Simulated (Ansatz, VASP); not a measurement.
CaAlO in VASP and in Ansatz

```
Ca Al O
1.0
     3.21208    0.00000    0.00000
     0.00000    3.21208    0.00000
     0.00000    0.00000    5.73401
Ca Al O
1 1 1
Direct
  0.00000 0.00000 0.00000
  0.50000 0.50000 0.50000
  0.00000 0.00000 0.50000
```

Alike in both runs: task single point; functional PBE; k mesh 6 × 6 × 4; occupations gaussian, width 0.1 eV; no spin polarisation.

```csv
,VASP,Ansatz
version,VASP 6.6.1,Ansatz 0.2.0
potentials or method,"VASP PAW PBE potentials, release 64 (Ca_sv, Al, O)","scalar-relativistic, plane waves, PAW"
plane-wave cutoff (eV),520,420
valence electrons in the cell,19,19
```

Ansatz gave:

```
gap on the k mesh at the Fermi level (eV)       : none
pressure (GPa)                                  : -8.9
largest component of the traceless stress (GPa) : 4.69
```

Problem. What did VASP give for the same quantities?

Solution. gap on the k mesh at the Fermi level (eV): none; pressure (GPa): -8.9; largest component of the traceless stress (GPa): 4.71.

A gap of «none» marks a metal or a gap that the smearing closes. The functional is the same, so the differences come from potentials, cutoffs and numerics.

Caveats: an odd number of electrons without spin polarisation forces a metal; a magnetic or distorted state may lie lower.
